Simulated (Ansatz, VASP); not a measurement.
# Pd (Pd wire along [111], 13 atoms a period) in two plane-wave programs

Wanted: the spread between two codes on one cell, functional and k mesh. Of the first pair: The structure shown is the start of the Ansatz relaxation below; VASP solves that cell, so the two are compared at the walk's first step.

Method: plane waves, with VASP 6.6.1 beside it; single point at PBE, in Ansatz 0.2.0.

**1. Set-up**

The cell holds 13 atoms: 13 Pd. Cell: a = 12.372 Å, b = 11.625 Å, c = 6.824 Å, α = 90.0°, β = 90.0°, γ = 90.0°. Vacuum lies along a and b. The structure's axis is c.

Coordinates:

```cif
data_structure
_symmetry_space_group_name_H-M 'P 1'
_symmetry_Int_Tables_number 1
_cell_length_a 12.3720
_cell_length_b 11.6250
_cell_length_c 6.8243
_cell_angle_alpha 90.000
_cell_angle_beta 90.000
_cell_angle_gamma 90.000
_cell_volume 981.50
loop_
_atom_site_label
_atom_site_type_symbol
_atom_site_fract_x
_atom_site_fract_y
_atom_site_fract_z
_atom_site_occupancy
Pd1 Pd 0.38741 0.29247 0.00000 1
Pd2 Pd 0.50000 0.50002 0.00000 1
Pd3 Pd 0.61259 0.29247 0.00000 1
Pd4 Pd 0.72519 0.50002 0.00000 1
Pd5 Pd 0.38741 0.43084 0.33333 1
Pd6 Pd 0.50000 0.63839 0.33333 1
Pd7 Pd 0.61259 0.43084 0.33333 1
Pd8 Pd 0.38741 0.56920 0.66667 1
Pd9 Pd 0.50000 0.36166 0.66667 1
Pd10 Pd 0.61259 0.56920 0.66667 1
Pd11 Pd 0.27481 0.50002 0.00000 1
Pd12 Pd 0.38741 0.70757 0.00000 1
Pd13 Pd 0.61259 0.70757 0.00000 1
```

**2. Ansatz: relaxation, PBE**

Ansatz runs on its PAW soft_1 files.

The two programs are compared at the cell with which this relaxation starts, whose forces are those of its first step.

input.yaml

```yaml
crystal:
  lattice:
    - [12.372, 0.0, 0.0]
    - [0.0, 11.625, 0.0]
    - [0.0, 0.0, 6.8242801818]
  atoms:
    - { symbol: Pd, position: [0.387407077, 0.292473118, 0.0] }
    - { symbol: Pd, position: [0.500000058, 0.500021281, 0.0] }
    - { symbol: Pd, position: [0.612593039, 0.292473118, 0.0] }
    - { symbol: Pd, position: [0.72518602, 0.500021281, 0.0] }
    - { symbol: Pd, position: [0.387407077, 0.43083856, 0.333333333] }
    - { symbol: Pd, position: [0.500000058, 0.638386724, 0.333333333] }
    - { symbol: Pd, position: [0.612593039, 0.43083856, 0.333333333] }
    - { symbol: Pd, position: [0.387407077, 0.569204002, 0.666666667] }
    - { symbol: Pd, position: [0.500000058, 0.361655839, 0.666666667] }
    - { symbol: Pd, position: [0.612593039, 0.569204002, 0.666666667] }
    - { symbol: Pd, position: [0.274814096, 0.500021281, 0.0] }
    - { symbol: Pd, position: [0.387407077, 0.707569445, 0.0] }
    - { symbol: Pd, position: [0.612593039, 0.707569445, 0.0] }
kpoints:
  mp_grid: { grid: [1, 1, 12] }
scf:
  occupations: { method: fermi_dirac, width: 0.05 }
hamiltonian:
  xc: pbe
  pseudopotentials: { kind: paw, azcp: { folder: soft_1 } }
relax:
  cell: { fix: [a, b, alpha, beta, gamma] }
  max_steps: 45
  f_tol: 0.03
```

Run with:

```bash
$ ansatz run input.yaml --threads 4 --pin off --max-ram 16384MiB --backend cpu --events-out ev --progress --plain --runs-dir out
```

Numbers of over 12 decimals in the logs are rounded to 6 here.

What it wrote:

```text
Engine: ansatz 0.2.0, x86_64-unknown-linux-gnu
Pseudopotentials: kind: paw
Pseudopotential: Pd, paw, valence charge 18, recommended cutoff 420 eV (normal), soft_1/Pd.paw.azcp
Functional definition: PBE
  parameter kappa = 0.804
  parameter beta = 0.066725
  exchange = pbe_x(kappa = kappa, mu = beta*pi^2/3)
  correlation = pbe_c(beta = beta)
Crystal: 13 atoms, lattice volume = 981.499 Å³
Basis set: ecut = 420 eV, 19229 PW (Γ), exchange–correlation on 180×160×96 points (8 copies of the dense FFT grid, shifted against one another)
Bands: 141, of which v1, the nominal top of the filled ones, is band 117 counted from 1 (116 counted from 0)
Symmetry: 4 space group operations
Space group: P2/m (ITA 10), of the structure as read, at distance tolerance 9.9e-5 Å
k-points: 7 of 12
Non-local potential: Pd, projectors of the file, l = 0: 2, l = 1: 2, l = 2: 2, l = 3: 1
PAW form: soft (Blöchl's): semilocal exchange-correlation on the pseudo side does not see the compensation charge
PAW one-centre angular grid: Pd, 590 points (default); XC on 64 Gauss nodes
Initial density: superposition of atomic densities (neutral atoms: chi_scale 0, normalization atom)
Initial wavefunctions: pseudopotential atomic-orbital guess
Functional: x = pbe(κ = 0.804, μ = 0.219515), c = pbe(β = 0.066725)
SCF iter   1: F=—  HF=-90643.763282 eV  |F-HF|=—  |Δ(HF+E_count)|=         —  Δρ=6.95e-2  dr2=6.11e1  ethr=3.10e-3  ⟨swp⟩=6.3  Hψ=3593  notcnv=0  defer=33
preconditioner: auto → LDOS  [metal: Δε(μ)=0.002 eV  Ē_g=4.125 eV  σ=0.050 eV  W_gap=0.01  n_scr=166 (ndim 8)  ℏωp=13.5 eV  f_vac=0.685  D(μ)=31.51/eV (n_scr^D=244)  β→1.0]
SCF iter   2: F=—  HF=-90647.469842 eV  |F-HF|=—  |Δ(HF+E_count)|=    3.71e0  Δρ=8.06e-2  dr2=6.03e1  ethr=3.10e-3  ⟨swp⟩=4.0  Hψ=2686  notcnv=0  defer=63
SCF iter   3: F=—  HF=-90632.705319 eV  |F-HF|=—  |Δ(HF+E_count)|=    1.48e1  Δρ=1.72e-2  dr2=2.31e0  ethr=3.10e-3  ⟨swp⟩=3.0  Hψ=2500  notcnv=0  defer=106
SCF iter   4: F=—  HF=-90632.517793 eV  |F-HF|=—  |Δ(HF+E_count)|=   1.88e-1  Δρ=6.39e-3  dr2=8.64e-1  ethr=9.88e-4  ⟨swp⟩=2.3  Hψ=1660  notcnv=0  defer=104
SCF iter   5: F=—  HF=-90632.471302 eV  |F-HF|=—  |Δ(HF+E_count)|=   4.65e-2  Δρ=2.15e-3  dr2=8.71e-2  ethr=3.69e-4  ⟨swp⟩=2.0  Hψ=942  notcnv=0  defer=104
SCF iter   6: F=—  HF=-90632.473926 eV  |F-HF|=—  |Δ(HF+E_count)|=   2.62e-3  Δρ=1.40e-3  dr2=4.62e-2  ethr=3.72e-5  ⟨swp⟩=2.0  Hψ=1071  notcnv=0  defer=104
SCF iter   7: F=—  HF=-90632.473606 eV  |F-HF|=—  |Δ(HF+E_count)|=   3.20e-4  Δρ=4.96e-4  dr2=4.98e-3  ethr=1.98e-5  ⟨swp⟩=1.0  Hψ=883  notcnv=0  defer=104
SCF iter   8: F=—  HF=-90632.473991 eV  |F-HF|=—  |Δ(HF+E_count)|=   3.85e-4  Δρ=1.48e-4  dr2=4.10e-4  ethr=2.13e-6  ⟨swp⟩=2.0  Hψ=1088  notcnv=0  defer=104
SCF iter   9: F=—  HF=-90632.474076 eV  |F-HF|=—  |Δ(HF+E_count)|=   8.56e-5  Δρ=7.70e-5  dr2=9.68e-5  ethr=1.75e-7  ⟨swp⟩=2.0  Hψ=1223  notcnv=0  defer=104
SCF iter  10: F=—  HF=-90632.474585 eV  |F-HF|=—  |Δ(HF+E_count)|=   5.09e-4  Δρ=3.79e-5  dr2=2.98e-5  ethr=4.14e-8  ⟨swp⟩=2.1  Hψ=1186  notcnv=0  defer=104
SCF iter  11: F=—  HF=-90632.474586 eV  |F-HF|=—  |Δ(HF+E_count)|=   8.94e-7  Δρ=1.89e-5  dr2=6.00e-6  ethr=1.28e-8  ⟨swp⟩=1.3  Hψ=885  notcnv=0  defer=104
SCF iter  12: F=—  HF=-90632.474587 eV  |F-HF|=—  |Δ(HF+E_count)|=   9.37e-7  Δρ=8.82e-6  dr2=1.37e-6  ethr=2.56e-9  ⟨swp⟩=1.9  Hψ=955  notcnv=0  defer=104
SCF iter  13: F=—  HF=-90632.474587 eV  |F-HF|=—  |Δ(HF+E_count)|=   1.81e-7  Δρ=2.52e-6  dr2=1.16e-7  ethr=5.85e-10  ⟨swp⟩=1.7  Hψ=896  notcnv=0  defer=104
SCF iter  14: F=-90632.474587 eV  HF=-90632.474588 eV  |F-HF|=9.85e-9  |Δ(HF+E_count)|=   2.03e-8  Δρ=9.68e-7  dr2=1.86e-8  ethr=4.27e-11  ⟨swp⟩=4.0  Hψ=3150  notcnv=0
SCF 1 converged in 14 iterations: F = -90632.474587 eV  dr2 = 1.86e-8
  greatest PAW one-centre occupation: 0.999 electrons in one spin orbital (limit 2), on the Pd atom at site 12 (counted from 0), in its partial waves of l = 0
relax step   1: F+E_penalty+E_count = -90632.47458749 eV  Δ(F+E_penalty+E_count) = +0.000e0 eV  max|allowed force component| = 9.646e-1 eV/Å  Δτ_max = 0.0000 Å  P = -1.992 GPa  Ω = 981.499 Å³  fix = [a, b, alpha, beta, gamma]  reactions: a -1.611, b -1.637 GPa; alpha -0.001 GPa/rad  (14 SCF iters, dr2 threshold 1.00e-7 eV, accepted)
[...]
relax step   4: F+E_penalty+E_count = -90633.37885833 eV  Δ(F+E_penalty+E_count) = -5.596e-2 eV  max|allowed force component| = 2.620e-2 eV/Å  Δτ_max = 0.0210 Å  P = +0.011 GPa  Ω = 918.119 Å³  energy of the carried Pulay correction = +4.697e-3 eV  fix = [a, b, alpha, beta, gamma]  reactions: a +0.072, b +0.071 GPa; alpha -0.004 GPa/rad  (8 SCF iters, dr2 threshold 1.30e-6 eV, accepted)
[...]
relax step   5: F+E_penalty+E_count = -90633.38129608 eV  Δ(F+E_penalty+E_count) = -2.438e-3 eV  max|allowed force component| = 1.412e-2 eV/Å  Δτ_max = 0.0063 Å  P = +0.047 GPa  Ω = 913.822 Å³  energy of the carried Pulay correction = +5.027e-3 eV  fix = [a, b, alpha, beta, gamma]  reactions: a +0.060, b +0.060 GPa; alpha -0.003 GPa/rad  (9 SCF iters, dr2 threshold 2.96e-8 eV, accepted)
[...]
relax step   6: F+E_penalty+E_count = -90633.37286346 eV  Δ(F+E_penalty+E_count) = +8.433e-3 eV  max|allowed force component| = 1.501e-2 eV/Å  Δτ_max = 0.0000 Å  P = +0.055 GPa  Ω = 913.822 Å³  fix = [a, b, alpha, beta, gamma]  reactions: a +0.067, b +0.066 GPa; alpha -0.003 GPa/rad  stress off target by 3.30e-2 GPa on what of the cell is left free  SCF on the basis re-selected at this cell (its energy is not comparable with the rows above)  (9 SCF iters)
basis re-selected at this cell: Δ(F+E_penalty+E_count) = +8.433e-3 eV, ΔP = +0.008 GPa vs the last step (what re-selecting the basis moved, of the pressure what is left beyond the Pulay correction that the steps carried, after the strain that the cell walked since its last selection, with what the two solves' SCF thresholds leave and, on support functions, any second-order correction that the steps lacked; it is no measure of the basis error at this ecutwfc). The dense FFT grid was sized anew with the basis: this SCF ran on 90×80×45 points, the steps before it on 90×80×48, so part of this shift can come from that change (see relax.cell in the input reference). [rest of the remark cut]
SCF converged after 9 iterations
Free energy (F): -90633.372863 eV
Harris-Foulkes:  -90633.372863 eV  (|F-HF|=1.75e-10)
Internal energy: -90633.044132 eV  (E = F + TS)
E sigma→0 (E₀):  -90633.208498 eV
Entropy (-TS):   -0.328731 eV (-25.287 meV/atom)
Fermi energy:    0.306427 eV
--- Per-component energies (eV) ---
  E_band       = -6176.044023
  E_kinetic    = 5844.627520
  E_local      = -129666.105797  (includes V_loc(G=0)·N_el)
  E_nonlocal   = 4834.999768
  E_hartree    = 60318.313100
  E_xc         = -1782.538370
  E_vxc        = -2250.842050  (∫ρ·V_xc dr)
  E_paw        = -49558.124737  (= ΣΔE_a)
  E_vpaw       = -5575.351640  (= ΣTr[D̂ρ^β])
  E_aug_tail   = 0.002977  (compensation charges beyond the density's cutoff)
  E_ewald      = 19375.781406
  E_smearing   = -0.328731  (= −TS)
  E_closure    = 0.000000  (closes the sum)
  Σ components = -90633.372863   (vs F -90633.372863, Δ=0.00e0)
--- Forces (eV/Å), atoms counted from 1 ---
  atom   1  Pd    -0.00843565    -0.01001020    -0.00041820
  atom   2  Pd     0.00000000     0.00000000     0.00000000
  atom   3  Pd     0.00843565    -0.01001020    -0.00041820
  atom   4  Pd     0.01501252     0.00000000     0.00000000
  atom   5  Pd    -0.01173058    -0.00640180     0.00229585
  atom   6  Pd    -0.00000000     0.01318983     0.00288988
  atom   7  Pd     0.01173058    -0.00640180     0.00229585
  atom   8  Pd    -0.01173058     0.00640180    -0.00229585
  atom   9  Pd     0.00000000    -0.01318983    -0.00288988
  atom  10  Pd     0.01173058     0.00640180    -0.00229585
  atom  11  Pd    -0.01501252     0.00000000    -0.00000000
  atom  12  Pd    -0.00843565     0.01001020     0.00041820
  atom  13  Pd     0.00843565     0.01001020     0.00041820
  max |Σ_I F_I| component: 0.00e0 eV/Å
--- Stress (GPa, compression-positive) ---
        0.066818       0.000000       0.000000
        0.000000       0.066481       0.003211
        0.000000       0.003211       0.033035
  P = ⅓ Tr σ = 0.0554 GPa (0.554 kbar)
--- Relaxed structure (5 steps of the walk, 5 accepted, 1 SCFs on fresh bases) ---
  F+E_penalty+E_count = -90633.37286346 eV   max|allowed force component| = 1.501e-2 eV/Å   (the final SCF, on the basis selected at the relaxed cell)
  cell:  # Å, volume = 913.8218 Å³
    - [12.372, 0, 0]
    - [0, 11.625, 0]
    - [0, 0, 6.353728]
  atoms:
    - { symbol: Pd, position: [0.390541, 0.298992, -0.000440538] }
    - { symbol: Pd, position: [0.500000, 0.500021, 0] }
    - { symbol: Pd, position: [0.609459, 0.298992, -0.000440538] }
    - { symbol: Pd, position: [0.718811, 0.500021, 0] }
    - { symbol: Pd, position: [0.386677, 0.430543, 0.338713] }
    - { symbol: Pd, position: [0.500000, 0.638989, 0.339155] }
    - { symbol: Pd, position: [0.613323, 0.430543, 0.338713] }
    - { symbol: Pd, position: [0.386677, 0.569499, 0.661287] }
    - { symbol: Pd, position: [0.500000, 0.361054, 0.660845] }
    - { symbol: Pd, position: [0.613323, 0.569499, 0.661287] }
    - { symbol: Pd, position: [0.281189, 0.500021, 0] }
    - { symbol: Pd, position: [0.390541, 0.701050, 0.000440538] }
    - { symbol: Pd, position: [0.609459, 0.701050, 0.000440538] }
```

(Part 1 of 2 ends here.)

[Lines on the potential files, build, host, timing and source positions are cut from VASP's logs without a mark.]

[Logs are printed without paths, hosts, clocks, repeated set-up lines and the standing remarks that a program may print on its own settings, such as how far it seeks lower states.]

[Hosts, paths, dates, database ids (printed as entryN), source tags and the programs' standing remarks are cut or masked in the printed files.]
